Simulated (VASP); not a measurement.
AgCl (rock salt) is relaxed at rising pressure, each step from the one before. Symmetry mostly holds the structure type, and other phases were not tried. The mesh follows the cell, and a change of mesh leaves a small step in the series.

Input:

AgCl is modelled in the cubic space group Fm-3m (No. 225), the rock salt structure, Pearson symbol cF8. Lattice parameters: a = b = c = 5.3562 Å, α = β = γ = 90.00°. Ag on 4a is coordinated by 6 Cl at 2.678 Å (octahedral). Cl on 4b has 6 Ag at 2.678 Å (octahedral). (Neighbours: up to the widest gap in distance over summed covalent radii, below 1.35, at either atom; cation-cation and far metal-metal contacts left out.)
(The calculation used a cell of 2 atoms; values per cell refer to that cell.)

These are LDA (Ceperley-Alder, Perdew-Zunger), VASP's LDA PAW potentials (set 64) (plane waves; VASP) values and carry that method's errors. Run with 500 eV cut-off, 9×9×9 Γ-centred mesh, Gaussian smearing of 0.050 eV, potentials Ag Cl.

| P (GPa) | V (Å³/atom) | H − H(0) (eV/atom) | space group | k-mesh |
|---|---|---|---|---|
| 0 | 19.21 | 0.000 | Fm-3m | 9×9×9 |
| 5 | 18.05 | 0.581 | Fm-3m | 9×9×9 |
| 10 | ? | ? | Fm-3m | 9×9×9 |
| 20 | 16.03 | 2.167 | Fm-3m | 9×9×9 |
| 30 | 15.17 | 3.140 | Fm-3m | 9×9×9 |
| 45 | ? | ? | Fm-3m | 9×9×9 |

### Question
What belongs in the gaps?

### Answer

- 10, V (Å³/atom): 17.22
- 10, H − H(0) (eV/atom): 1.131
- 45, V (Å³/atom): 14.23
- 45, H − H(0) (eV/atom): 4.514

Pressures at which the relaxation failed are left out.

The compound is AgCl in the rock salt structure.
